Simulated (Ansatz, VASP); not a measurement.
**GeF2 (1T-GeF2 monolayer): VASP beside Ansatz**

Aim: how closely do two programs agree when they are given the same cell, functional and k mesh? The cell is taken from a series of runs on this material, whose earlier steps may have relaxed, scaled, displaced or heated it; both programs get it as it stands.

Calculated with Ansatz 0.2.0; plane waves, with VASP 6.6.1 beside it; single point at r2SCAN with D4.

**1. The structure**

The cell holds 3 atoms: 2 F and 1 Ge. Its edges and angles: a = 3.564 Å, b = 3.564 Å, c = 19.911 Å, α = 90.0°, β = 90.0°, γ = 120.0°. Vacuum lies along c.

**2. VASP: single point, r2SCAN with D4**

With cell and atoms fixed, the geometry can't cause a difference; cores, projectors, grids and the points listed under the comparison can.

Lines of VASP's logs that name or quote its potential files are left out, and so is its time.

INCAR reads:

```
SYSTEM = GeF2
PREC = Accurate
ENCUT = 580
EDIFF = 1E-06
NELM = 120
ISMEAR = -1
SIGMA = 0.05
LREAL = .FALSE.
ALGO = Normal
METAGGA = R2SCAN
IVDW = 13
VDW_S6 = 1
VDW_S8 = 0.6018749
VDW_A1 = 0.51559235
VDW_A2 = 5.77342911
LASPH = .TRUE.
NBANDS = 20
LORBIT = 11
LWAVE = .FALSE.
LCHARG = .FALSE.
ISIF = 2
LDIPOL = .TRUE.
IDIPOL = 3
DIPOL = 0.5 0.5 0.5
LVHAR = .TRUE.
GGA_COMPAT = .FALSE.
EFERMI = MIDGAP
NELMDL = -8
LMIXTAU = .TRUE.
KPAR = 2
```

POSCAR reads:

```
GeF2
1.0
    3.5641984406      0.0000000000      0.0000000000
   -1.7820992203      3.0866863937      0.0000000000
    0.0000000000      0.0000000000     19.9108340962
F Ge
2 1
Direct
    0.6666666667      0.3333333333      0.4520152173
    0.3333333333      0.6666666667      0.5479847827
    0.0000000000      0.0000000000      0.5000000000
```

KPOINTS reads:

```
Automatic mesh
0
Gamma
24 24 1
0 0 0
```

PAW data sets: F and Ge_d (PBE family, release 64).

Launch:

```sh
$ mpirun -np 2 vasp_std
```

Numbers of over 12 decimals in the logs are rounded to 6 here.

The log of the run:

```text
[banner, memory and clock lines left out]
running    2 mpi-ranks, on    1 nodes
 distrk:  each k-point on    1 cores,    2 groups
 distr:  one band on    1 cores,    1 groups

 POSCAR found type information on POSCAR F Ge
 POSCAR found :  2 types and       3 ions
|                                                                             |
|               ----> ADVICE to this user running VASP <----                  |
|                                                                             |
|     You enforced a specific xc type in the INCAR file but a different       |
|     [... a line on the potential file left out ...]
|     I HOPE YOU KNOW WHAT YOU ARE DOING!                                     |
|                                                                             |

 LDA part: xc-table for (None), standard interpolation
 POSCAR, INCAR and KPOINTS ok, starting setup
 FFT: planning ... GRIDC
 FFT: planning ... GRID_SOFT
 FFT: planning ... GRID
 WAVECAR not read
 entering main loop
       N       E                     dE             d eps       ncg     rms          rms(c)
DAV:   1     0.278589240336E+03    0.27859E+03   -0.13708E+04  2672   0.161E+03
DAV:   2     0.103071454753E+02   -0.26828E+03   -0.25743E+03  3360   0.413E+02
DAV:   3    -0.325381715514E+02   -0.42845E+02   -0.42665E+02  3196   0.160E+02
DAV:   4    -0.337186181559E+02   -0.11804E+01   -0.11778E+01  2988   0.337E+01
DAV:   5    -0.337554368122E+02   -0.36819E-01   -0.36818E-01  3056   0.544E+00
DAV:   6    -0.337563313833E+02   -0.89457E-03   -0.89457E-03  3416   0.734E-01
DAV:   7    -0.337563516821E+02   -0.20299E-04   -0.20299E-04  3264   0.952E-02
DAV:   8    -0.337563524053E+02   -0.72320E-06   -0.72322E-06  2796   0.169E-02    0.678E+00
DAV:   9    -0.292866864406E+02    0.44697E+01   -0.52414E+00  3416   0.231E+01    0.185E+00
DAV:  10    -0.274625363455E+02    0.18242E+01   -0.69884E-01  2656   0.112E+01    0.174E+00
DAV:  11    -0.303945351036E+02   -0.29320E+01   -0.17142E+00  2624   0.190E+01    0.245E+00
DAV:  12    -0.258648111363E+02    0.45297E+01   -0.10150E+00  2656   0.262E+01    0.294E-01
DAV:  13    -0.271441958229E+02   -0.12794E+01   -0.40237E-01  2496   0.487E+00    0.519E-01
DAV:  14    -0.272449213804E+02   -0.10073E+00   -0.16522E-02  3068   0.174E+00    0.277E-01
[...]
DAV:  95    -0.255016739972E+02   -0.21101E-05   -0.63912E-07  2140   0.899E-03    0.108E-03
DAV:  96    -0.255016963352E+02   -0.22338E-04   -0.22949E-06  1952   0.165E-02    0.445E-04
DAV:  97    -0.255017050959E+02   -0.87606E-05   -0.18977E-06  1960   0.153E-02    0.282E-04
DAV:  98    -0.255017037450E+02    0.13509E-05   -0.45646E-07  1952   0.786E-03    0.244E-04
DAV:  99    -0.255016970504E+02    0.66946E-05   -0.10732E-06  1952   0.114E-02    0.224E-04
DAV: 100    -0.255017055399E+02   -0.84895E-05   -0.22364E-06  1952   0.155E-02    0.902E-05
DAV: 101    -0.255017042833E+02    0.12566E-05   -0.77922E-07  1952   0.992E-03    0.605E-05
DAV: 102    -0.255017051624E+02   -0.87907E-06   -0.46401E-07  1952   0.776E-03
   1 F= -.25590744E+02 E0= -.25590744E+02  d E =-.532003E-13
```

OUTCAR, selected parts (step 2):

```text
ion  position               nearest neighbor table
   1  0.667  0.333  0.452-   3 2.27   3 2.27   3 2.27
   2  0.333  0.667  0.548-   3 2.27   3 2.27   3 2.27
   3  0.000  0.000  0.500-   1 2.27   2 2.27   1 2.27   2 2.27   1 2.27   2 2.27

  LATTYP: Found a hexagonal cell.
 ALAT       =     3.5641984406
 C/A-ratio  =     5.5863427438

 Subroutine GETGRP returns: Found 12 space group operations
 (whereof 12 operations were pure point group operations)

The static configuration has the point symmetry D_3d.

 Found     61 irreducible k-points:

   k-points           NKPTS =     61   k-points in BZ     NKDIM =     61   number of bands    NBANDS=     20

   dimension x,y,z NGX =    28 NGY =   28 NGZ =  160
   dimension x,y,z NGXF=    56 NGYF=   56 NGZF=  320

   ENCUT  =  580.0 eV  42.63 Ry    6.53 a.u.   7.00  7.00 39.10*2*pi/ulx,y,z

   NELECT =      28.0000    total number of electrons

 k-points in reciprocal lattice and weights: Automatic mesh
   0.00000000  0.00000000  0.00000000       0.002
   0.04166667  0.00000000  0.00000000       0.010
   0.08333333 -0.00000000  0.00000000       0.010
   0.12500000  0.00000000  0.00000000       0.010
   0.16666667  0.00000000  0.00000000       0.010
   0.20833333  0.00000000  0.00000000       0.010
   0.25000000  0.00000000  0.00000000       0.010
   0.29166667  0.00000000  0.00000000       0.010
   0.33333333  0.00000000  0.00000000       0.010
[...]
0.33333333  0.29166667  0.00000000       0.021
   0.33333333  0.33333333  0.00000000       0.003

 dipolmoment           0.000000      0.000000     -0.000000 electrons x Angstroem

 average (electrostatic) potential at core
       1 -87.8780       2 -87.8780       3 -88.8268

 E-fermi :  -3.8405

 k-point     1 :       0.0000    0.0000    0.0000
  band No.  band energies     occupation
    ...
     10      -9.2188      2.00000
     11      -9.1004      2.00000
     12      -9.1004      2.00000
     13      -8.4737      2.00000
     14      -7.4713      2.00000
     15      -2.4085      0.00000
     16       1.5689      0.00000
     17       1.5796      0.00000
     18       1.5796      0.00000
     19       1.9147      0.00000
    ...

 k-point     2 :       0.0417    0.0000    0.0000
  band No.  band energies     occupation
    ...
     10      -9.2733      2.00000
     11      -9.0689      2.00000
     12      -9.0561      2.00000
     13      -8.4611      2.00000
     14      -7.4211      2.00000
     15      -2.3751      0.00000
     16       1.4469      0.00000
     17       1.5954      0.00000
     18       1.6521      0.00000
     19       1.9415      0.00000
    ...

 k-point     3 :       0.0833   -0.0000    0.0000
  band No.  band energies     occupation
    ...
     10      -9.3695      2.00000
     11      -9.0426      2.00000
     12      -8.9898      2.00000
     13      -8.4310      2.00000
     14      -7.2818      2.00000
     15      -2.2778      0.00000
     16       1.2457      0.00000
     17       1.6414      0.00000
     18       1.7449      0.00000
     19       2.0218      0.00000
    ...

  DFT-D4 for vdW energy calculation

  Edisp (eV):   -0.08904

  Total      -0.03935    -0.03935    -0.10196    -0.00000     0.00000     0.00000
  in kB      -0.28780    -0.28780    -0.74578    -0.00000     0.00000     0.00000
  external pressure =       -0.44 kB  Pullay stress =        0.00 kB

  energy-cutoff  :      580.00
  volume of cell :      219.05
      direct lattice vectors                 reciprocal lattice vectors
     3.564198441  0.000000000  0.000000000     0.280567992  0.161986006  0.000000000
    -1.782099220  3.086686394  0.000000000     0.000000000  0.323972012  0.000000000
     0.000000000  0.000000000 19.910834096     0.000000000  0.000000000  0.050223913

 POSITION                                       TOTAL-FORCE (eV/Angst)
 -----------------------------------------------------------------------------------
      1.78210      1.02890      9.00000        -0.000000      0.000000     -0.003385
     -0.00000      2.05779     10.91083         0.000000      0.000000      0.003385
      0.00000      0.00000      9.95542        -0.000000      0.000000      0.000000
 -----------------------------------------------------------------------------------
    total drift:                                0.000000     -0.000000     -0.000000

  FREE ENERGIE OF THE ION-ELECTRON SYSTEM (eV)
  ---------------------------------------------------
  free  energy   TOTEN  =       -25.5907435100 eV

  energy  without entropy=      -25.5907435100  energy(sigma->0) =      -25.59074351

 vacuum level on the upper side and lower side of the slab         1.624         1.624

 total charge
# of ion       s       p       d       tot
------------------------------------------
    1        1.745   4.339   0.000   6.084
    2        1.745   4.339   0.000   6.084
    3        1.464   0.384  10.043  11.890
--------------------------------------------------
tot          4.954   9.062  10.043  24.058

[... 3 further parts left out ...]
```

The PAW data sets were made with PBE, which is usual practice but a small mismatch for other functionals.

**3. Ansatz: single point, r2SCAN with D4**

Ansatz runs on its default PAW (the set named soft_2) files.

The same cell, functional, mesh and smearing now go to Ansatz, which takes its cutoff from its data sets.

input.yaml reads:

```yaml
crystal:
  lattice:
    - [3.5641984406, 0.0, 0.0]
    - [-1.7820992203, 3.0866863937, 0.0]
    - [0.0, 0.0, 19.9108340962]
  atoms:
    - { symbol: F, position: [0.6666666667, 0.3333333333, 0.4520152173] }
    - { symbol: Ge, position: [0.0, 0.0, 0.5] }
    - { symbol: F, position: [0.3333333333, 0.6666666667, 0.5479847827] }
kpoints:
  mp_grid: { grid: [24, 24, 1] }
  band_path:
    path: [[0, 0, 0], [0.5, 0, 0], [0.33333333, 0.33333333, 0], [0, 0, 0]]
    npoints: 16
hamiltonian:
  xc: r2scan
  dispersion: d4
scf:
  occupations: { method: fermi_dirac, width: 0.05 }
  convergence: { dr2_threshold: 1.0e-10 }
efield:
  axis: 3
  dipole_correction: true
  ramp_position: 0.97
  ramp_width: 0.06
  amplitude: 0
output:
  dos: { projected: true, e_range: [-6, 5] }
  bader: true
  write_potential: true
  write_density: true
  volumetric_format: npy
  elf: true
```

Launch:

```sh
$ ansatz run input.yaml --threads 4 --pin off --max-ram 6144MiB --backend cpu --events-out ev --progress --plain --runs-dir out
```

The log of the run:

```text
Engine: ansatz 0.2.0, aarch64-unknown-linux-gnu
Pseudopotentials: kind: paw
Pseudopotential: F, paw, valence charge 7, recommended cutoff 500 eV (meta_gga), F.paw.azcp
Pseudopotential: Ge, paw, valence charge 14, recommended cutoff 500 eV (meta_gga), Ge.paw.azcp
Functional definition: r2SCAN
  parameter k0 = 0.174
  parameter k1 = 0.065
  parameter a1 = 4.9479
  exchange = r2scan_x(k0 = k0, k1 = k1, a1 = a1)
  correlation = r2scan_c
Crystal: 3 atoms, lattice volume = 219.050 Å³
Basis set: ecut = 500 eV, 5617 PW (Γ), exchange–correlation on 108×108×600 points (64 copies of the dense FFT grid, shifted against one another)
Bands: 18, of which v1, the nominal top of the filled ones, is band 14 counted from 1 (13 counted from 0)
Symmetry: 6 space group operations
k-points: 61 of 576 (time reversal used)
Non-local potential: F, projectors of the file, l = 0: 2, l = 1: 2, l = 2: 1
Non-local potential: Ge, projectors of the file, l = 0: 2, l = 1: 2, l = 2: 3, l = 3: 1
PAW form: soft (Blöchl's): semilocal exchange-correlation on the pseudo side does not see the compensation charge
PAW frozen core: F, regenerated for the run's functional (the file was generated under x = pbe(κ = 0.804, μ = 0.219515), c = pbe(β = 0.066725))
PAW frozen core: Ge, regenerated for the run's functional (the file was generated under x = pbe(κ = 0.804, μ = 0.219515), c = pbe(β = 0.066725))
PAW one-centre angular grid: F, 302 points (default); XC on 160 Gauss nodes
PAW one-centre angular grid: Ge, 590 points (default); XC on 160 Gauss nodes
Initial density: superposition of atomic densities (neutral atoms: chi_scale 0, normalization atom), corrected by the library's trained network
Initial wavefunctions: pseudopotential atomic-orbital guess
Functional: x = r2scan, c = r2scan; τ floored in thin density (d = 2e-4 eV/Å³)
SCF iter   1: F=—  HF=-5922.081946 eV  |F-HF|=—  |Δ(HF+E_count)|=         —  Δρ=6.55e-3  dr2=9.47e-2  dr2_τ=6.31e-2  ethr=1.77e-3  p=0.000 e·Å  D=1.85e-14 V/Å  ΔV_dip=-0.00 eV  dr2_dipole=1.13e-10  V_vac-E_F(+/−)=5.89/5.89 eV  ⟨swp⟩=6.3  Hψ=5801  notcnv=0
efield: sawtooth ramp at fractional position 0.9700 (set: `efield.ramp_position`, or a place that a band, a saddle search or an elastic batch's reference lends), width 0.0600; the density the first Hamiltonian is built on has a dipole p = 0.000 e·Å; the dipole correction subtracts the counter field D = 1.85e-14 V/Å, which shifts the + side's vacuum level by -0.00 eV against the − side's; the planar-averaged density in the ramp window peaks in size at 9.0e-6 e/Å³
preconditioner: auto → none  [insulator: Δε(μ)=3.043 eV  Ē_g=20.772 eV  σ=0.050 eV  W_gap=1.00  n_scr=12 (ndim 8)  ℏωp=13.3 eV  f_vac=0.774  D(μ)=0.00/eV (n_scr^D=0)  ε∞_Penn≈1.4]
SCF iter   2: F=—  HF=-5922.105125 eV  |F-HF|=—  |Δ(HF+E_count)|=   2.32e-2  Δρ=4.51e-3  dr2=1.89e-2  dr2_τ=3.81e-3  ethr=3.38e-4  p=-0.000 e·Å  D=-6.83e-6 V/Å  ΔV_dip=0.00 eV  dr2_dipole=3.79e-10  V_vac-E_F(+/−)=5.56/5.56 eV  ⟨swp⟩=3.8  Hψ=2733  notcnv=0
SCF iter   3: F=—  HF=-5922.103266 eV  |F-HF|=—  |Δ(HF+E_count)|=   1.86e-3  Δρ=1.13e-3  dr2=2.41e-3  dr2_τ=1.83e-4  ethr=6.74e-5  p=0.000 e·Å  D=1.84e-6 V/Å  ΔV_dip=-0.00 eV  dr2_dipole=7.76e-11  V_vac-E_F(+/−)=5.54/5.54 eV  ⟨swp⟩=2.0  Hψ=1778  notcnv=0
SCF iter   4: F=—  HF=-5922.105759 eV  |F-HF|=—  |Δ(HF+E_count)|=   2.49e-3  Δρ=4.49e-4  dr2=2.36e-4  dr2_τ=2.59e-5  ethr=8.62e-6  p=-0.000 e·Å  D=-8.18e-6 V/Å  ΔV_dip=0.00 eV  dr2_dipole=1.03e-9  V_vac-E_F(+/−)=5.45/5.45 eV  ⟨swp⟩=3.9  Hψ=2250  notcnv=0
SCF iter   5: F=—  HF=-5922.105967 eV  |F-HF|=—  |Δ(HF+E_count)|=   2.08e-4  Δρ=8.82e-5  dr2=1.58e-5  dr2_τ=7.02e-7  ethr=8.44e-7  p=0.000 e·Å  D=9.49e-6 V/Å  ΔV_dip=-0.00 eV  dr2_dipole=1.29e-9  V_vac-E_F(+/−)=5.42/5.42 eV  ⟨swp⟩=2.3  Hψ=2215  notcnv=0
SCF iter   6: F=—  HF=-5922.105967 eV  |F-HF|=—  |Δ(HF+E_count)|=   5.62e-7  Δρ=2.30e-5  dr2=9.10e-7  dr2_τ=5.70e-8  ethr=5.66e-8  p=-0.000 e·Å  D=-3.65e-5 V/Å  ΔV_dip=0.00 eV  dr2_dipole=1.96e-8  V_vac-E_F(+/−)=5.42/5.42 eV  ⟨swp⟩=2.0  Hψ=1941  notcnv=0
SCF iter   7: F=—  HF=-5922.105984 eV  |F-HF|=—  |Δ(HF+E_count)|=   1.61e-5  Δρ=2.02e-5  dr2=1.14e-6  dr2_τ=3.97e-8  ethr=3.25e-9  p=0.000 e·Å  D=7.20e-5 V/Å  ΔV_dip=-0.00 eV  dr2_dipole=7.57e-8  V_vac-E_F(+/−)=5.42/5.42 eV  ⟨swp⟩=2.1  Hψ=1492  notcnv=0
SCF iter   8: F=—  HF=-5922.105983 eV  |F-HF|=—  |Δ(HF+E_count)|=   1.79e-7  Δρ=7.81e-6  dr2=1.16e-7  dr2_τ=3.91e-9  ethr=3.25e-9  p=0.000 e·Å  D=3.28e-6 V/Å  ΔV_dip=-0.00 eV  dr2_dipole=2.10e-10  V_vac-E_F(+/−)=5.42/5.42 eV  ⟨swp⟩=2.1  Hψ=1293  notcnv=0
SCF iter   9: F=—  HF=-5922.105983 eV  |F-HF|=—  |Δ(HF+E_count)|=   1.94e-8  Δρ=1.25e-6  dr2=2.94e-9  dr2_τ=9.47e-11  ethr=4.14e-10  p=0.000 e·Å  D=3.95e-7 V/Å  ΔV_dip=-0.00 eV  dr2_dipole=1.36e-14  V_vac-E_F(+/−)=5.42/5.42 eV  ⟨swp⟩=2.3  Hψ=1665  notcnv=0
SCF iter  10: F=—  HF=-5922.105983 eV  |F-HF|=—  |Δ(HF+E_count)|=  4.27e-10  Δρ=3.14e-7  dr2=1.51e-10  dr2_τ=7.89e-12  ethr=1.05e-11  p=-0.000 e·Å  D=-1.19e-6 V/Å  ΔV_dip=0.00 eV  dr2_dipole=4.94e-12  V_vac-E_F(+/−)=5.42/5.42 eV  ⟨swp⟩=2.0  Hψ=1579  notcnv=0
SCF iter  11: F=-5922.105983 eV  HF=-5922.105983 eV  |F-HF|=3.46e-11  |Δ(HF+E_count)|=  5.46e-11  Δρ=1.07e-7  dr2=2.39e-11  dr2_τ=1.24e-12  ethr=1.00e-12  p=0.000 e·Å  D=4.73e-7 V/Å  ΔV_dip=-0.00 eV  dr2_dipole=1.21e-12  V_vac-E_F(+/−)=5.42/5.42 eV  ⟨swp⟩=5.0  Hψ=3387  notcnv=0
SCF 1 converged in 11 iterations: F = -5922.105983 eV  dr2 = 2.39e-11
  greatest PAW one-centre occupation: 0.999 electrons in one spin orbital (limit 2), on the Ge atom at site 1 (counted from 0), in its partial waves of l = 2
NSCF: frozen V_eff on 49 k-points
efield: sawtooth ramp at fractional position 0.9700 (kept from the solve that this one continues, or follows in the run), width 0.0600; the density the first Hamiltonian is built on has a dipole p = 0.000 e·Å; the dipole correction subtracts the counter field D = 4.73e-7 V/Å, which shifts the + side's vacuum level by -0.00 eV against the − side's; the planar-averaged density in the ramp window peaks in size at 4.1e-6 e/Å³
WARN: The output density's exchange-correlation potential varies sharply where the density is thin. Do not read a vacuum level from v_tot or v_xc, or from such a field of the output density. On a cell that repeats whose density bears no net charge and no dipole along the vacuum's axis use v_es (v_loc + v_h of the components); under efield.dipole_correction with no amplitude use v_es + v_field, which holds any externa [...]
SCF converged after 11 iterations
Free energy (F): -5922.105983 eV
Harris-Foulkes:  -5922.105983 eV  (|F-HF|=3.46e-11)
Internal energy: -5922.105983 eV  (E = F + TS)
E sigma→0 (E₀):  -5922.105983 eV
Fermi energy:    -3.191456 eV
Dipole field:    D = -0.000001 V/Å  (p = -0.000001 e·Å, saw-weighted, corrected)
Work function:   Φ+ = 5.4181 eV   Φ− = 5.4181 eV
Levels:          The Fermi level and band energies are counted from a zero that moves with the ramp; work functions are not
--- Per-component energies (eV) ---
  E_band       = -525.555093
  E_kinetic    = 522.194865
  E_local      = -19299.856083  (includes V_loc(G=0)·N_el)
  E_nonlocal   = 556.947474
  E_hartree    = 9208.872209
  E_xc         = -226.080170
  E_vxc        = -298.611145  (∫ρ·V_xc dr)
  E_paw        = -2429.728636  (= ΣΔE_a)
  E_vpaw       = -445.277971  (= ΣTr[D̂ρ^β])
  E_aug_tail   = 0.002124  (compensation charges beyond the density's cutoff)
  E_vtau       = 21.301260  (kinetic-family band-sum trace: ∫τ·v_τ [+ j·A + Jᵃ·Aᵃ] dr)
  E_efield     = 0.000000  (sawtooth field / dipole correction)
  E_vefield    = 0.000000  (∫n·V_field dr)
  E_ewald      = 5746.779873
  E_disp       = -0.089091  (pairwise vdW)
  E_core_change = -1.148549  (= ΣΔE_core)
  E_smearing   = -0.000000  (= −TS)
  E_closure    = 0.000000  (closes the sum)
  Σ components = -5922.105983   (vs F -5922.105983, Δ=0.00e0)
--- Band table (eV; the first three rows and the last of 61) ---
  k-point 0: bands = [... 10 lower, -8.4892, -8.4892, -7.8662, -6.8536, -1.7951, 2.1287, 2.2086, 2.2086]
  k-point 1: bands = [... 10 lower, -8.4585, -8.4455, -7.8538, -6.8033, -1.7617, 2.0499, 2.2243, 2.2371]
  k-point 2: bands = [... 10 lower, -8.4331, -8.3796, -7.8238, -6.6639, -1.6643, 1.8611, 2.2701, 2.3171]
  k-point 60: bands = [... 10 lower, -8.8802, -7.8330, -7.8330, -4.6569, 0.6670, 1.5606, 1.5606, 6.2377]
--- Bader charges: 3 sites ---
  site symbol  charge [e]  shift [e]
     0      F     -0.7780     0.0006
     1     Ge      1.5560     0.0012
     2      F     -0.7780     0.0006
  estimated error of the sums over rays = 1.7e-4 e
```

Reading the cycles: dr2 is the Hartree energy of the density residual (eV), the measure of convergence; HF is the Harris–Foulkes estimate of the energy, which meets the free energy F at convergence.

**4. Comparison**

Known differences besides the potentials themselves: VASP keeps PBE cores, Ansatz makes them for the functional; the cutoff is 500 eV in Ansatz and 580 eV in VASP. Total energies have different zeros and are not compared.

Both answers:

| quantity | Ansatz | VASP | difference |
| --- | --- | --- | --- |
| gap on the k mesh (eV) | 2.862 | 2.864 | -0.002 |

A gap on the mesh is an upper bound, since the band edges may lie between its points. With vacuum in the cell, a pressure given here is an average over mostly empty space and none of the material.

**5. Summary of results**

| Item | Value |
| --- | --- |
| difference in gap on the k mesh (single point, r2SCAN with D4) | -0.0023 eV |

What this shows: The difference in gap on the k mesh is -0.0023 eV (single point, r2SCAN with D4), within the 0.08 eV picked in this series as the mark of a large difference. How closely two codes agree says nothing of how well the functional describes the real material.

[Lines on the potential files, build, host, timing and source positions are cut from VASP's logs without a mark.]

[Logs are printed without paths, hosts, clocks, repeated set-up lines and the standing remarks that a program may print on its own settings, such as how far it seeks lower states.]

[Hosts, paths, dates, database ids (printed as entryN), source tags and the programs' standing remarks are cut or masked in the printed files.]
